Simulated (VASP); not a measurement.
These are PBE GGA with D3 dispersion (zero damping), VASP's PBE PAW potentials (set 64) (plane waves; VASP 6.6.1) values and carry that method's errors.

Input for VASP

INCAR:
```
SYSTEM = Tb
PREC = Accurate
ENCUT = 520
EDIFF = 1E-7
NELM = 100
ALGO = Normal
LREAL = .FALSE.
LASPH = .TRUE.
ISMEAR = -5
GGA = PE
IVDW = 11
LMAXMIX = 6
LWAVE = .FALSE.
LCHARG = .TRUE.
LORBIT = 11
NEDOS = 601
ISIF = 2
```

File KPOINTS:
```
Automatic mesh
0
Gamma
13 13 8
0 0 0
```

POSCAR:
```
Tb
1
    1.7851825568    -3.0920264468     0.0000000000
    1.7851825568     3.0920264468     0.0000000000
    0.0000000000     0.0000000000     5.5581242183
Tb
2
Direct
  0.3333330000   0.6666670000   0.2500000000
  0.6666670000   0.3333330000   0.7500000000
```

POTCAR, in this order: Tb_3 (PBE.64 set). Program: vasp_std.

The run wrote:

File OSZICAR:
```
       N       E                     dE             d eps       ncg     rms          rms(c)
DAV:   1     0.434541577614E+02    0.43454E+02   -0.89221E+03  2730   0.124E+03
DAV:   2    -0.688979160893E+01   -0.50344E+02   -0.49378E+02  2900   0.263E+02
DAV:   3    -0.902762566516E+01   -0.21378E+01   -0.20185E+01  3715   0.315E+01
DAV:   4    -0.907624060625E+01   -0.48615E-01   -0.48092E-01  3132   0.470E+00
DAV:   5    -0.907740235245E+01   -0.11617E-02   -0.11562E-02  3944   0.589E-01    0.243E+01
DAV:   6    -0.908136046767E+01   -0.39581E-02   -0.20559E-02  3227   0.123E+00    0.145E+01
DAV:   7    -0.909126740846E+01   -0.99069E-02   -0.37946E-02  3154   0.168E+00    0.224E-01
DAV:   8    -0.909097224293E+01    0.29517E-03   -0.20892E-03  3150   0.376E-01    0.634E-02
DAV:   9    -0.909097567382E+01   -0.34309E-05   -0.21322E-04  3355   0.116E-01    0.319E-02
DAV:  10    -0.909096901905E+01    0.66548E-05   -0.30840E-05  3135   0.417E-02    0.369E-02
DAV:  11    -0.909097002835E+01   -0.10093E-05   -0.39496E-06  3090   0.153E-02    0.106E-03
DAV:  12    -0.909097033329E+01   -0.30494E-06   -0.34355E-07  3210   0.483E-03    0.403E-03
DAV:  13    -0.909097020943E+01    0.12386E-06   -0.43113E-08  1690   0.165E-03    0.721E-04
DAV:  14    -0.909097019056E+01    0.18872E-07   -0.91192E-09  1645   0.898E-04
   1 F= -.98206253E+01 E0= -.98206253E+01  d E =0.000000E+00
```

### OUTCAR
```
------------------------ aborting loop because EDIFF is reached ----------------------------------------
 Edisp (eV)   -0.72966
  FORCE on cell =-STRESS in cart. coord.  units (eV):
  Direction    XX          YY          ZZ          XY          YZ          ZX
  --------------------------------------------------------------------------------------
  Total      -0.07423    -0.07423     0.03995     0.00000     0.00000     0.00000
  in kB      -1.93823    -1.93822     1.04320     0.00000     0.00000     0.00000
  external pressure =       -0.94 kB  Pullay stress =        0.00 kB
  volume of cell :       61.36
      direct lattice vectors                 reciprocal lattice vectors
     1.785182557 -3.092026447  0.000000000     0.280083400 -0.161706249  0.000000000
     1.785182557  3.092026447  0.000000000     0.280083400  0.161706249  0.000000000
     0.000000000  0.000000000  5.558124218     0.000000000  0.000000000  0.179916814
 POSITION                                       TOTAL-FORCE (eV/Angst)
 -----------------------------------------------------------------------------------
      1.78518      1.03068      1.38953         0.000000      0.000000      0.000000
      1.78518     -1.03068      4.16859        -0.000000     -0.000000      0.000000
 -----------------------------------------------------------------------------------
    total drift:                                0.000003      0.000106     -0.000011
  FREE ENERGIE OF THE ION-ELECTRON SYSTEM (eV)
  ---------------------------------------------------
  free  energy   TOTEN  =        -9.8206252545 eV

  energy  without entropy=       -9.8206252545  energy(sigma->0) =       -9.82062525

 total charge

# of ion       s       p       d       tot
------------------------------------------
    1        0.410   6.314   1.164   7.888
    2        0.410   6.314   1.164   7.888
--------------------------------------------------
tot          0.820  12.629   2.327  15.776
```
(Selected blocks of OUTCAR.)

File OUTCAR:
```
 val. band max:        3.5303678514   @ k =   0.3846   0.0769   0.5000

 cond. band min:       3.4613483963   @ k =   0.4615  -0.0000   0.5000


 Fermi energy:         3.4780503952

 k-point     1 :       0.0000    0.0000    0.0000
  band No.  band energies     occupation
      1     -19.4835      2.00000
      2     -18.7688      2.00000
      3     -18.7688      2.00000
      4     -18.6296      2.00000
      5     -18.6296      2.00000
      6     -18.5676      2.00000
      7      -1.5340      2.00000
      8       1.2624      2.00000
      9       5.1081      0.00000
     10       5.2258      0.00000
     11       5.2258      0.00000
     12       5.6752      0.00000
     13       5.9857      0.00000

 k-point     2 :       0.0769    0.0000    0.0000
  band No.  band energies     occupation
      1     -19.4677      2.00000
      2     -18.8011      2.00000
      3     -18.7800      2.00000
      4     -18.6641      2.00000
      5     -18.6334      2.00000
      6     -18.5754      2.00000
      7      -1.3842      2.00000
      8       1.4048      2.00000
      9       4.8618      0.00000
     10       4.8800      0.00000
     11       5.3678      0.00000
     12       5.8104      0.00000
     13       5.9560      0.00000

 k-point     3 :       0.1538    0.0000    0.0000
  band No.  band energies     occupation
      1     -19.4222      2.00000
      2     -18.8906      2.00000
      3     -18.8099      2.00000
      4     -18.7570      2.00000
      5     -18.6448      2.00000
      6     -18.5988      2.00000
      7      -0.9561      2.00000
      8       1.7871      2.00000
      9       4.2969      0.00000
     10       4.3134      0.00000
     11       5.4263      0.00000
     12       5.7878      0.00000
     13       5.9475      0.00000

 k-point     4 :       0.2308   -0.0000    0.0000
  band No.  band energies     occupation
      1     -19.3521      2.00000
      2     -19.0170      2.00000
      3     -18.8820      2.00000
...
```

The 4f electrons are frozen in the core of the lanthanide potential, so 4f levels, which can set the real gap, and their magnetism are missing. For a metal the tetrahedron method with Blöchl corrections gives inexact stress and forces.

The compound is Tb in the hcp structure. It was relaxed first.
